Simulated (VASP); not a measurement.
The system is BTe.

```
B Te
1.0
     3.45204    0.00000    0.00000
    -1.72602    2.98956    0.00000
     0.00000    0.00000    3.28845
B Te
1 1
Direct
  0.00000 0.00000 0.50000
  0.66667 0.33333 0.00000
```

The cell was built by a generator and needn't be a form met in nature.

* Program: VASP 6.6.1
* Task: single point
* Functional: PBE
* Potentials or basis: VASP PAW PBE potentials, release 64 (B, Te)
* Cutoff: 520 eV
* k mesh: 9 × 9 × 8
* Occupations: fermi-dirac, width 0.05 eV
* Spin: no spin polarisation

On this cell: pressure -0.3 GPa; largest force under 0.003 eV/Å; band gap on the k mesh none (metal or under the smearing width).

The same run follows on a disturbed copy (atoms moved at random, drawn with an rms of 0.05 Å):

```
CELL_PARAMETERS angstrom
3.45204 0.00000 0.00000
-1.72602 2.98956 0.00000
0.00000 0.00000 3.28845
ATOMIC_POSITIONS crystal
B 0.99754 0.00146 0.50586
Te 0.66564 0.34334 0.00415
```

Problem. What does the disturbed cell give?

Solution. The energy (extrapolated to zero smearing) moves by +0.4 meV/atom; pressure -0.3 GPa; largest force 0.058 eV/Å; band gap on the k mesh none (metal or under the smearing width).

Forces on the atoms (eV/Å):
```
B   -0.021  0.052  0.014
Te   0.021 -0.052 -0.014
```

Stress tensor (GPa, compression positive):
```
 0.15 -0.04  0.01
-0.04 -0.01 -0.02
 0.01 -0.02 -1.08
```
